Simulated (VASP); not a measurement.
Input:

```yaml
crystal:
  lattice:
    - [0.00000, 2.84447, 2.84447]
    - [2.84447, 0.00000, 2.84447]
    - [2.84447, 2.84447, 0.00000]
  atoms:
    - { symbol: Na, position: [0.00000, 0.00000, 0.00000] }
    - { symbol: Cl, position: [0.50000, 0.50000, 0.50000] }
```

Computed with PBE GGA, VASP's PBE PAW potentials (set 64) (plane waves; VASP 6.6.1). Numerical set-up: 520 eV cut-off, Gaussian smearing of 0.050 eV, potentials Na_pv Cl.

Give the energies of bands 5 to 10 at the high-symmetry points, in eV from the valence-band maximum.

```json
[
 {"band": "5", "Γ": "0.00", "X": "-1.59", "U": "-1.34", "L": "-1.85", "W": "-1.13"},
 {"band": "6", "Γ": "0.00", "X": "-0.57", "U": "-1.07", "L": "-0.25", "W": "-1.13"},
 {"band": "7", "Γ": "0.00", "X": "-0.57", "U": "-0.47", "L": "-0.25", "W": "-0.72"},
 {"band": "8", "Γ": "5.01", "X": "7.46", "U": "8.18", "L": "7.23", "W": "8.72"},
 {"band": "9", "Γ": "11.09", "X": "8.10", "U": "8.96", "L": "10.41", "W": "9.63"},
 {"band": "10", "Γ": "11.09", "X": "11.14", "U": "10.43", "L": "10.91", "W": "9.63"}
]
```

The gap is direct, 5.01 eV, from the valence maximum at Γ to the conduction minimum at Γ.

Measured: gap 8.97 eV (computed value off by -3.96 eV), as given by Wei Chen et al., Physical Review Materials (2018), doi:10.1103/physrevmaterials.2.073803.

The compound is NaCl in the rock salt structure. It was relaxed first.
